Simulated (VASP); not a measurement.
A convergence study with VASP on NaCl (rock salt): one setting is varied, all else stays as given below, so the limit is that of these other settings.

```
NaCl
1.0
    0.00000     2.82000     2.82000
    2.82000     0.00000     2.82000
    2.82000     2.82000     0.00000
Na Cl
1 1
Cartesian
  0.00000   0.00000   0.00000
  2.82000   2.82000   2.82000
```

These are PBE GGA, VASP's PBE PAW potentials (set 64) (plane waves; VASP) values and carry that method's errors. The tightest run used: 550 eV cut-off, 17×17×17 Γ-centred mesh, Gaussian smearing of 0.050 eV, potentials Na_pv Cl.

The reference is 17×17×17 mesh, which took about 50 core-seconds. Times come from single runs on busy shared machines, so they are rough: good to a factor of about 2.

Q: Of the settings 1×1×1 mesh; 2×2×2 mesh; 3×3×3 mesh; 4×4×4 mesh; 5×5×5 mesh; 6×6×6 mesh; 7×7×7 mesh; 8×8×8 mesh; 9×9×9 mesh; 10×10×10 mesh; 11×11×11 mesh; 12×12×12 mesh; 13×13×13 mesh; 14×14×14 mesh; 15×15×15 mesh; 16×16×16 mesh; 17×17×17 mesh, which is the lowest that keeps the difference from the reference in E (eV/atom) within 0.002 from there on, and what does it cost?

A: 4×4×4 mesh; its cost over the reference is about 1/10.
```
setting        difference in E (eV/atom)  cost over the reference
-------------  -------------------------  -----------------------
1×1×1 mesh                        2.3130               about 1/20
2×2×2 mesh                        0.1284               about 1/20
3×3×3 mesh                        0.0091               about 1/20
4×4×4 mesh                        0.0009               about 1/10
5×5×5 mesh                        0.0001               about 1/10
6×6×6 mesh                        0.0000                about 1/8
7×7×7 mesh                        0.0000                about 1/6
8×8×8 mesh                        0.0000                about 1/5
9×9×9 mesh                        0.0000                about 1/4
10×10×10 mesh                     0.0000                about 1/3
11×11×11 mesh                     0.0000                about 1/3
12×12×12 mesh                     0.0000                about 1/2
13×13×13 mesh                     0.0000     within a factor of 2
14×14×14 mesh                     0.0000     within a factor of 2
15×15×15 mesh                     0.0000     within a factor of 2
16×16×16 mesh                     0.0000     within a factor of 2
17×17×17 mesh                     0.0000                reference
```

Left out are rungs that failed or repeat a setting and relaxations that didn't move; long series are thinned to 24 rows.

The compound is NaCl in the rock salt structure. The cell was not relaxed at this level.
